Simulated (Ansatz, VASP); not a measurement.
**Two plane-wave programs on Hf2Pd2Se2Br2O3**

File INCAR:

```
SYSTEM = Hf2Pd2Se2Br2O3
PREC = Accurate ; ENCUT = 520
EDIFF = 1E-8 ; ISMEAR = -1
SIGMA = 0.05 ; LREAL = .False.
LASPH = .True. ; NELM = 60
ALGO = Fast ; ISIF = 2
LWAVE = .False. ; LCHARG = .False.
GGA = PE ; LEFG = .True.
KPAR = 4
```

The input KPOINTS:

```
Automatic mesh
0
Gamma
  5 5 4
  0 0 0
```

Contents of POSCAR:

```
Hf2Pd2Se2Br2O3
1.0
    5.7606900000      0.0049600000     -0.0028600000
   -0.5275000000      5.8466400000      0.0341300000
   -1.4843500000     -0.9264200000      6.6458600000
Hf Pd Se Br O
2 2 2 2 3
Direct
    0.7454000000      0.3960200000      0.3498900000
    0.2876300000      0.4532200000      0.5940100000
    0.9085400000      0.1329400000      0.8484900000
    0.2524900000      0.9032300000      0.3587400000
    0.6346900000      0.4035500000      0.9371600000
    0.6259700000      0.7817400000      0.5302300000
    0.8527300000      0.9908900000      0.1535500000
    0.2252600000      0.8208400000      0.8622300000
    0.9604000000      0.2892500000      0.5902600000
    0.4323300000      0.2452400000      0.4086400000
    0.0745700000      0.5830800000      0.3668200000
```

input.yaml

```yaml
crystal:
  lattice:
    - [5.76069, 0.00496, -0.00286]
    - [-0.5275, 5.84664, 0.03413]
    - [-1.48435, -0.92642, 6.64586]
  atoms:
    - { symbol: Hf, position: [0.7454, 0.39602, 0.34989] }
    - { symbol: Hf, position: [0.28763, 0.45322, 0.59401] }
    - { symbol: Pd, position: [0.90854, 0.13294, 0.84849] }
    - { symbol: Pd, position: [0.25249, 0.90323, 0.35874] }
    - { symbol: Se, position: [0.63469, 0.40355, 0.93716] }
    - { symbol: Se, position: [0.62597, 0.78174, 0.53023] }
    - { symbol: Br, position: [0.85273, 0.99089, 0.15355] }
    - { symbol: Br, position: [0.22526, 0.82084, 0.86223] }
    - { symbol: O, position: [0.9604, 0.28925, 0.59026] }
    - { symbol: O, position: [0.43233, 0.24524, 0.40864] }
    - { symbol: O, position: [0.07457, 0.58308, 0.36682] }
hamiltonian:
  xc: pbe
  pseudopotentials: { kind: paw, frozen_core: stored }
kpoints:
  mp_grid: { grid: [5, 5, 4] }
scf:
  occupations: { method: fermi_dirac, width: 0.05 }
output:
  forces: true
  stress: true
  eigenvalues: true
  efg: {}
  write_density: true
  write_potential: true
  elf: true
  volumetric_format: npy
```

The cell was built by a generator and needn't be a form met in nature.

Alike in both runs: task electric field gradients; functional PBE; k mesh 5 × 5 × 4; occupations fermi-dirac, width 0.05 eV; no spin polarisation.

|  | VASP | Ansatz |
| --- | --- | --- |
| version | VASP 6.6.1 | Ansatz 0.2.0 |
| potentials or method | VASP PAW PBE potentials, release 64 (Hf_pv, Pd, Se, Br, O) | Ansatz PAW |
| plane-wave cutoff (eV) | 520 | 420 |
| valence electrons in the cell | 84 | 152 |

Ansatz gave:

| Item | Value |
| --- | --- |
| gap on the k mesh at the Fermi level (eV) | 0.22 |
| least direct gap on the mesh (eV) | 0.47 |
| pressure (GPa) | 0.0 |
| largest component of the traceless stress (GPa) | 0.01 |
| rms of the force components (eV/Å) | 0.003 |
| Vzz of the field gradient on the site that differs most (V/Å²) | -177.4 |

Problem. What did VASP give for the same quantities?

Solution. gap on the k mesh at the Fermi level (eV): 0.20; least direct gap on the mesh (eV): 0.46; pressure (GPa): -0.6; largest component of the traceless stress (GPa): 0.18; rms of the force components (eV/Å): 0.065; Vzz of the field gradient on the site that differs most (V/Å²): -142.2.

Atom by atom the forces differ by 0.063 eV/Å (rms over components). The two sets of potentials don't hold the same shells in valence.

Caveats: spin-orbit coupling is left out, which moves the levels of the heavy elements; an odd mesh through Γ misses points on the zone boundary, where band edges often lie (VASP); odd divisions of the mesh miss points on the zone boundary, where band edges often lie, so the gap on the mesh can be too wide (Ansatz).
